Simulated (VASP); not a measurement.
Computed with PBE GGA with D3 dispersion (Becke-Johnson damping), VASP's PBE PAW potentials (set 64) (plane waves; VASP).

A VASP calculation is set up with these files.

### KPOINTS
```
Automatic mesh
0
Gamma
6 6 1
0 0 0
```

POSCAR:
```
SnSe2 monolayer
1.0
  3.8362402154   0.0000000000   0.0000000000
 -1.9181201077   3.3222817379   0.0000000000
  0.0000000000   0.0000000000  18.8100110749
Se Sn
2 1
Cart
  1.9181220258   1.1074261385   7.8139589355
 -0.0000019181   2.2148555994  10.9960521394
 -1.9181201077   3.3222817379   9.4050055375
```

**INCAR**
```
ALGO=Normal
EDIFF=1E-6
EDIFFG=-0.02
ENCUT=400
GGA=PE
IBRION=2
ISIF=4
ISMEAR=0
IVDW=12
LASPH=.TRUE.
LCHARG=.FALSE.
LMAXMIX=4
LREAL=.FALSE.
LWAVE=.FALSE.
NELM=100
NSW=60
PREC=Accurate
SIGMA=0.05
SYSTEM=SnSe2 monolayer
```

POTCAR, in this order: Se Sn_d (PBE.64 set). Program: vasp_std.

Output of the run:

**OSZICAR**
```
       N       E                     dE             d eps       ncg     rms          rms(c)
DAV:   1     0.176706159061E+03    0.17671E+03   -0.10295E+04   278   0.105E+03
DAV:   2     0.600430902367E+01   -0.17070E+03   -0.16829E+03   315   0.248E+02
DAV:   3    -0.115348845398E+02   -0.17539E+02   -0.17513E+02   267   0.957E+01
DAV:   4    -0.121160532596E+02   -0.58117E+00   -0.58054E+00   346   0.202E+01
DAV:   5    -0.121265878311E+02   -0.10535E-01   -0.10534E-01   338   0.265E+00    0.482E+00
DAV:   6    -0.118647741722E+02    0.26181E+00   -0.63697E-01   355   0.879E+00    0.313E+00
DAV:   7    -0.118474522393E+02    0.17322E-01   -0.22080E-01   306   0.338E+00    0.567E-01
DAV:   8    -0.118445912632E+02    0.28610E-02   -0.23071E-02   330   0.168E+00    0.273E-01
DAV:   9    -0.118448492128E+02   -0.25795E-03   -0.20815E-03   299   0.334E-01    0.609E-02
DAV:  10    -0.118448507109E+02   -0.14981E-05   -0.13195E-04   386   0.121E-01    0.308E-02
DAV:  11    -0.118448823798E+02   -0.31669E-04   -0.11039E-04   323   0.550E-02    0.114E-02
DAV:  12    -0.118449058708E+02   -0.23491E-04   -0.57232E-06   266   0.142E-02    0.853E-03
DAV:  13    -0.118449874895E+02   -0.81619E-04   -0.27662E-05   271   0.170E-02    0.571E-03
DAV:  14    -0.118450136638E+02   -0.26174E-04   -0.42908E-06   255   0.715E-03    0.402E-03
DAV:  15    -0.118450286104E+02   -0.14947E-04   -0.17571E-06   255   0.678E-03    0.169E-03
DAV:  16    -0.118450404399E+02   -0.11829E-04   -0.31563E-07   263   0.342E-03    0.828E-04
DAV:  17    -0.118450448694E+02   -0.44296E-05   -0.31090E-07   255   0.193E-03    0.107E-03
DAV:  18    -0.118450517445E+02   -0.68751E-05   -0.30112E-07   209   0.272E-03    0.543E-04
DAV:  19    -0.118450529153E+02   -0.11708E-05   -0.32194E-08   228   0.739E-04    0.184E-04
DAV:  20    -0.118450536902E+02   -0.77486E-06   -0.25640E-08   212   0.471E-04
   1 F= -.12600359E+02 E0= -.12600359E+02  d E =-.126004E+02
       N       E                     dE             d eps       ncg     rms          rms(c)
DAV:   1    -0.118460053995E+02   -0.95248E-03   -0.46511E-02   264   0.160E+00    0.171E-01
DAV:   2    -0.118451518527E+02    0.85355E-03   -0.26488E-03   322   0.595E-01    0.106E-01
DAV:   3    -0.118447513623E+02    0.40049E-03   -0.89744E-04   301   0.328E-01    0.256E-02
DAV:   4    -0.118447280550E+02    0.23307E-04   -0.12407E-04   311   0.955E-02    0.160E-02
DAV:   5    -0.118447230225E+02    0.50325E-05   -0.11201E-05   334   0.265E-02    0.729E-03
DAV:   6    -0.118447250872E+02   -0.20647E-05   -0.31238E-06   211   0.101E-02    0.244E-03
DAV:   7    -0.118447350401E+02   -0.99529E-05   -0.28615E-06   199   0.727E-03    0.314E-03
DAV:   8    -0.118447480003E+02   -0.12960E-04   -0.20180E-06   209   0.590E-03    0.736E-04
DAV:   9    -0.118447528678E+02   -0.48675E-05   -0.32958E-07   234   0.299E-03    0.757E-04
DAV:  10    -0.118447558220E+02   -0.29541E-05   -0.20933E-07   217   0.189E-03    0.276E-04
DAV:  11    -0.118447569680E+02   -0.11460E-05   -0.76986E-08   249   0.104E-03    0.141E-04
DAV:  12    -0.118447579867E+02   -0.10187E-05   -0.45625E-08   241   0.846E-04    0.187E-04
DAV:  13    -0.118447588051E+02   -0.81842E-06   -0.12668E-08   206   0.476E-04
   2 F= -.12600889E+02 E0= -.12600889E+02  d E =-.530320E-03
```

OUTCAR:
```
------------------------ aborting loop because EDIFF is reached ----------------------------------------
 Edisp (eV)   -0.75613
  FORCE on cell =-STRESS in cart. coord.  units (eV):
  Direction    XX          YY          ZZ          XY          YZ          ZX
  --------------------------------------------------------------------------------------
  Total      -0.05324    -0.05324    -0.00150     0.00000     0.00000     0.00000
  in kB      -0.35578    -0.35578    -0.01003     0.00000     0.00000     0.00000
  external pressure =       -0.24 kB  Pullay stress =        0.00 kB
  volume of cell :      239.73
      direct lattice vectors                 reciprocal lattice vectors
     3.831635326  0.000000000 -0.000000000     0.260985171  0.150679847  0.000000000
    -1.915817663  3.318293786 -0.000000000     0.000000000  0.301359694  0.000000000
     0.000000000  0.000000000 18.855250282     0.000000000  0.000000000  0.053035626
 POSITION                                       TOTAL-FORCE (eV/Angst)
 -----------------------------------------------------------------------------------
      1.91582      1.10610      7.82985         0.000000      0.000000     -0.009821
     -0.00000      2.21220     11.02540        -0.000000      0.000000      0.009821
      0.00000      0.00000      9.42763        -0.000000      0.000000      0.000000
 -----------------------------------------------------------------------------------
    total drift:                               -0.000000      0.000000      0.000000
  FREE ENERGIE OF THE ION-ELECTRON SYSTEM (eV)
  ---------------------------------------------------
  free  energy   TOTEN  =       -12.6008893341 eV

  energy  without entropy=      -12.6008893341  energy(sigma->0) =      -12.60088933

 reached required accuracy - stopping structural energy minimisation
```
(Selected blocks of OUTCAR.)

CONTCAR:
```
SnSe2 monolayer
   1.00000000000000
     3.8316353261923450    0.0000000000000000   -0.0000000000000000
    -1.9158176630961725    3.3182937860153112   -0.0000000000000000
     0.0000000000000000    0.0000000000000000   18.8552502819829577
  Se              Sn
     2     1
Direct
     0.6666669999999968    0.3333330000000032    0.4152611561125643
     0.3333330000000032    0.6666669999999968    0.5847388438874357
     0.0000000000000000    0.0000000000000000    0.5000000000000000
```

OUTCAR:
```
 val. band max:       -2.7467076529   @ k =   0.1667   0.0000   0.0000

 cond. band min:      -1.9620998256   @ k =   0.5000  -0.0000   0.0000


 Fermi energy:        -2.4995158279

 k-point     1 :       0.0000    0.0000    0.0000
  band No.  band energies     occupation
      1     -23.8962      2.00000
      2     -23.8962      2.00000
      3     -23.8590      2.00000
      4     -23.8492      2.00000
      5     -23.8492      2.00000
      6     -16.2188      2.00000
      7     -14.9102      2.00000
      8      -8.3687      2.00000
      9      -3.8876      2.00000
     10      -3.1981      2.00000
     11      -3.1980      2.00000
     12      -2.8101      2.00000
     13      -2.8101      2.00000
     14      -1.1570      0.00000
     15       0.3664      0.00000
     16       1.8767      0.00000
     17       1.8767      0.00000

 k-point     2 :       0.1667    0.0000    0.0000
  band No.  band energies     occupation
      1     -23.9061      2.00000
      2     -23.8869      2.00000
      3     -23.8567      2.00000
      4     -23.8510      2.00000
      5     -23.8485      2.00000
      6     -15.9601      2.00000
      7     -14.7357      2.00000
      8      -8.4616      2.00000
      9      -4.8895      2.00000
     10      -3.9866      2.00000
     11      -3.8556      2.00000
     12      -3.6968      2.00000
     13      -2.7467      2.00000
     14      -0.5059      0.00000
     15       1.1148      0.00000
     16       2.1911      0.00000
     17       2.4152      0.00000

 k-point     3 :       0.3333    0.0000    0.0000
  band No.  band energies     occupation
      1     -23.9298      2.00000
      2     -23.8751      2.00000
      3     -23.8674      2.00000
      4     -23.8401      2.00000
      5     -23.8351      2.00000
      6     -15.2832      2.00000
      7     -14.3968      2.00000
      8      -9.1178      2.00000
      9      -6.5081      2.00000
     10      -4.9897      2.00000
     11      -4.6313      2.00000
...
```

The cell holds a wide vacuum, so values per volume refer to the whole cell. Unless said otherwise, spin-orbit coupling is left out, though it shifts the bands of the heavy elements here.

The cell is a sheet with vacuum, built from a generated structure.
